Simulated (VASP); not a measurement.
YbIr2, 6 atoms in the cell. Symmetry: Fd-3m, No. 227, cubic system. The conventional cell has a = 7.584 Å, b = 7.584 Å, c = 7.584 Å, α = 90.00°, β = 90.00°, γ = 90.00°. Around Yb (site symmetry -43m) lie 12 Ir at 3.14 Å and 4 Yb at 3.28 Å. Ir (site symmetry -3m) is surrounded by 6 Ir at 2.68 Å. 

- Program: VASP 6.6.1
- Task: single point
- Functional: r2SCAN
- Potentials or basis: VASP PAW PBE potentials, release 64 (Yb, Ir)
- Cutoff: 520 eV
- k mesh: 6 × 6 × 6
- Occupations: methfessel-paxton, width 0.0105 eV
- Spin: no spin polarisation
- Dipole correction: no
- Further INCAR settings: ALGO = Normal; EDIFF = 1e-07

Potentials or basis: VASP PAW PBE potentials, release 64 (Yb, Ir).

Command:

```console
$ cat potpaw_PBE.64/Yb/POTCAR potpaw_PBE.64/Ir/POTCAR > POTCAR
$ cp INCAR.step1 INCAR
$ mpirun -np 1 vasp_std > vasp.out
$ cp INCAR.step2 INCAR
$ mpirun -np 1 vasp_std > vasp.out
```

Hardware: 1 thread of Intel(R) Xeon(R) Platinum 8488C (Sapphire Rapids), on a shared host.

How long does it take, and how much memory?

Wall time 13 min on 1 thread of Intel(R) Xeon(R) Platinum 8488C (Sapphire Rapids) (shared host), peak memory 0.31 GiB. Counts: scf iterations 16, k points 16.
